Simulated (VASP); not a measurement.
Calculation: PW91 GGA, VASP's PBE PAW potentials (set 64) (plane waves; VASP).

VASP ran on this input.

INCAR:
```
SYSTEM = SnSe2
PREC = Accurate; ENCUT = 520; LREAL = .False.
LASPH = .True.
EDIFF = 1E-6; NELM = 100; ALGO = Normal
LMAXMIX = 4
ISMEAR = 0; SIGMA = 0.05
GGA = 91
IBRION = 2; NSW = 60; ISIF = 3
EDIFFG = -0.02
LWAVE = .False.; LCHARG = .False.
```

### KPOINTS
```
Automatic mesh
0
Gamma
 6 6 3
```

**POSCAR**
```
SnSe2
1
    1.9462854487    -3.3710655086     0.0000000000
    1.9462854487     3.3710655086    -0.0000000000
    0.0000000000    -0.0000000000     6.6983109633
Sn Se
1 2
Direct
  0.0000000000   0.0000000000   1.0000000000
  0.3333330000   0.6666670000   0.2374152168
  0.6666670000   0.3333330000   0.7625847832
```

POTCAR, in this order: Sn_d Se (PBE.64 set). Program: vasp_std.

Task: What will the output report for the number of irreducible k-points (NKPTS), largest plane-wave count, number of space-group operations, FFT grid (NGX, NGY, NGZ)?

Result: 
```json
{
 "number of irreducible k-points (NKPTS)": "17",
 "largest_plane_wave_count": "2379",
 "number_of_space_group_operations": "12",
 "FFT grid (NGX, NGY, NGZ)": "30 × 30 × 50"
}
```

The compound is SnSe2 in the 1T layered structure. This run relaxes it. Symmetry was kept, so distortions that lower it aren't found. The start is the result of an earlier pass.
